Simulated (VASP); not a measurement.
GaN:

```
Ga N
1.0
     3.18000    0.00000    0.00000
    -1.59000    2.75396    0.00000
     0.00000    0.00000    5.16600
Ga N
2 2
Cartesian
  0.0000 1.8360 0.0000
  1.5900 0.9180 2.5830
  0.0000 1.8360 1.9373
  1.5900 0.9180 4.5203
```

| Quantity | Value |
| --- | --- |
| Program | VASP 6.6.1 |
| Task | relaxation of cell and atoms |
| Functional | PBE |
| Potentials or basis | VASP PAW PBE potentials, release 64 (Ga_d, N) |
| Cutoff | 520 eV |
| k mesh | 6 × 6 × 2 |
| Occupations | gaussian, width 0.02 eV |
| Spin | no spin polarisation |

At the start: pressure 7.3 GPa; volume 11.31 Å³/atom.

Question: Where does the relaxation end?

Answer: Over 7 steps the energy falls by 10.2 meV/atom and the volume is 11.76 Å³/atom (+4.0 %); space group P6_3mc (No. 186, to 0.05 Å).

The path:
```
step  energy change (eV)  largest force (eV/Å)  pressure (GPa)  volume (Å³)
   1              0.0000                0.1320            7.26        45.24
   2             -0.0106                0.0661           -5.38        48.68
   3             -0.0408                0.0086           -0.01        47.03
   4             -0.0408                0.0105            0.13        47.00
   5             -0.0408                0.0075            0.12        47.00
   6             -0.0408                0.0057            0.11        47.00
   7             -0.0408                0.0002           -0.01        47.04
```

Final structure:
```cif
data_structure
_symmetry_space_group_name_H-M 'P 1'
_symmetry_Int_Tables_number 1
_cell_length_a 3.2181
_cell_length_b 3.2181
_cell_length_c 5.2445
_cell_angle_alpha 90.000
_cell_angle_beta 90.000
_cell_angle_gamma 120.000
_cell_volume 47.04
loop_
_atom_site_label
_atom_site_type_symbol
_atom_site_fract_x
_atom_site_fract_y
_atom_site_fract_z
_atom_site_occupancy
Ga1 Ga 0.33333 0.66667 0.99920 1
Ga2 Ga 0.66667 0.33333 0.49920 1
N1 N 0.33333 0.66667 0.37580 1
N2 N 0.66667 0.33333 0.87580 1
```

Caveat: the k mesh is coarse (spacing up to 0.61 Å⁻¹), so the values aren't converged.
